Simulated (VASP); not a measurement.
Level of theory: PBEsol GGA, VASP's PBE PAW potentials (set 64) (plane waves; VASP).

The input files of a VASP run:

INCAR:
```
ALGO=Normal
EDIFF=1E-6
EDIFFG=-0.01
ENCUT=520
GGA=PS
IBRION=2
ISIF=3
ISMEAR=0
LASPH=.TRUE.
LCHARG=.FALSE.
LMAXMIX=4
LREAL=.FALSE.
LWAVE=.FALSE.
NELM=100
NSW=60
PREC=Accurate
SIGMA=0.05
SYSTEM=PbO
```

**POSCAR**
```
PbO
1.0
  3.1286706312   0.0000000000   0.0000000000
  0.0000000000   3.1286706312   0.0000000000
  0.0000000000   0.0000000000   3.1286706312
Pb O
1 1
Cart
  0.0000000000   0.0000000000   0.0000000000
  1.5643353156   1.5643353156   1.5643353156
```

### KPOINTS
```
kpoints
0
Gamma
 8 8 8
0 0 0
```

POTCAR, in this order: Pb_d O (PBE.64 set). Program: vasp_std.

Energy and stress use the plane-wave basis of the starting cell.

### Question
Estimate the energy per atom (σ→0), volume per atom.

### Answer

```json
{
  "energy per atom (σ→0)": "-5.262 eV/atom",
  "volume_per_atom": "15.75 Å³/atom"
}
```

### OSZICAR
```
...
DAV:   1    -0.105808136071E+02   -0.59600E-01   -0.16360E+00  1178   0.265E+01    0.149E+00
DAV:   2    -0.105328714797E+02    0.47942E-01   -0.17818E-01  1076   0.623E+00    0.472E-01
DAV:   3    -0.105253396711E+02    0.75318E-02   -0.31589E-02  1428   0.385E+00    0.236E-01
DAV:   4    -0.105241166874E+02    0.12230E-02   -0.66575E-03  1194   0.144E+00    0.420E-02
DAV:   5    -0.105241460235E+02   -0.29336E-04   -0.28693E-04   986   0.179E-01    0.193E-02
DAV:   6    -0.105241617070E+02   -0.15683E-04   -0.50099E-05  1154   0.970E-02    0.470E-03
DAV:   7    -0.105241622199E+02   -0.51288E-06   -0.38020E-06  1142   0.257E-02
   3 F= -.10524162E+02 E0= -.10524162E+02  d E =-.875614E-02
```

The structure was generated: PbO was put into the CsCl type type (Pm-3m), which need not be its known phase. This run relaxes it. Symmetry was kept, so distortions that lower it aren't found. The start is the result of an earlier pass.
